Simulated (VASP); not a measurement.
Computed with PBEsol GGA, VASP's PBE PAW potentials (set 64) (plane waves; VASP).

A VASP calculation is set up with these files.

File KPOINTS:
```
Automatic mesh
0
Gamma
6 6 6
0 0 0
```

**INCAR**
```
SYSTEM = Al2O3
PREC = Accurate
ENCUT = 520
EDIFF = 1E-7
NELM = 100
ALGO = Normal
LREAL = .FALSE.
LASPH = .TRUE.
ISMEAR = -5
GGA = PS
LWAVE = .FALSE.
LCHARG = .TRUE.
LORBIT = 11
NEDOS = 601
ISIF = 2
```

### POSCAR
```
Al2O3
1
    4.5528304562    -2.3870392077    -0.0010807279
    4.5528304562     2.3870392077    -0.0010807279
    3.3022465745     0.0000000000     3.9397194076
Al O
4 6
Direct
  0.8520018996   0.8520018996   0.8520018996
  0.3520018996   0.3520018996   0.3520018996
  0.1479981004   0.1479981004   0.1479981004
  0.6479981004   0.6479981004   0.6479981004
  0.4440511700   0.0559488300   0.7500000000
  0.0559488300   0.7500000000   0.4440511700
  0.5559488300   0.9440511700   0.2500000000
  0.2500000000   0.5559488300   0.9440511700
  0.9440511700   0.2500000000   0.5559488300
  0.7500000000   0.4440511700   0.0559488300
```

POTCAR, in this order: Al O (PBE.64 set). Program: vasp_std.

Question: Estimate the energy per atom (σ→0), band gap (on the k-mesh).

Answer: 
- energy per atom (σ→0): -7.866 eV/atom
- band gap (on the k-mesh): 6.04 eV

File OSZICAR:
```
...
DAV:   9    -0.786640709562E+02   -0.67404E-03   -0.93448E-03  2262   0.608E-01    0.316E-01
DAV:  10    -0.786643639896E+02   -0.29303E-03   -0.42287E-04  2274   0.145E-01    0.565E-02
DAV:  11    -0.786643315735E+02    0.32416E-04   -0.25402E-04  2268   0.941E-02    0.260E-02
DAV:  12    -0.786643321334E+02   -0.55993E-06   -0.13724E-05  2286   0.242E-02    0.420E-03
DAV:  13    -0.786643317546E+02    0.37883E-06   -0.21708E-06  2268   0.864E-03    0.125E-03
DAV:  14    -0.786643316495E+02    0.10507E-06   -0.56045E-08  1512   0.174E-03    0.701E-04
DAV:  15    -0.786643316825E+02   -0.32969E-07   -0.18860E-08  1416   0.926E-04
   1 F= -.78664332E+02 E0= -.78664332E+02  d E =0.000000E+00
```

The compound is Al2O3 in the corundum structure. It was relaxed first.
